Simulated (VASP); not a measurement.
```xyz
2
Lattice="3.2500 0.0000 0.0000 0.0000 3.2500 0.0000 0.0000 0.0000 3.2500" Properties=species:S:1:pos:R:3 pbc="T T T"
In     1.6250     1.6250     1.6250
Pd     0.0000     0.0000     0.0000
```

Level of theory: optB88-vdW, VASP's PBE PAW potentials (set 64) (plane waves; VASP 6.6.1). Run with 520 eV cut-off, 10×10×10 Γ-centred mesh, first-order Methfessel-Paxton smearing of 0.10 eV, potentials In_d Pd.

Energy and stress use the plane-wave basis of the starting cell.

Question: The ions, cell shape and volume are relaxed. Give the cell that the relaxation ends in.

Answer: 
```xyz
2
Lattice="3.3076 0.0000 0.0000 0.0000 3.3076 0.0000 0.0000 0.0000 3.3076" Properties=species:S:1:pos:R:3 pbc="T T T"
In     1.6538     1.6538     1.6538
Pd     0.0000     0.0000     0.0000
```
Space group Pm-3m (221), at a tolerance of 0.03 Å.

Question: How do energy and volume change from the first to the last step?

Answer: The energy (σ→0) changes by -18.2 meV/atom and the volume by +5.4 %, in 3 ionic steps.

```json
[
 {"step": "1", "E(σ→0) (eV)": "-2.4496", "max force (eV/Å)": "0.000", "pressure (GPa)": "6.54", "volume (Å³)": "34.33"},
 {"step": "2", "E(σ→0) (eV)": "-2.4595", "max force (eV/Å)": "0.000", "pressure (GPa)": "-4.64", "volume (Å³)": "37.93"},
 {"step": "3", "E(σ→0) (eV)": "-2.4859", "max force (eV/Å)": "0.000", "pressure (GPa)": "-0.02", "volume (Å³)": "36.19"}
]
```

The compound is PdIn in the CsCl type structure. This run relaxes it. Symmetry was kept, so distortions that lower it aren't found. The electron count is odd and the run is not spin-polarised, which forces a metal.
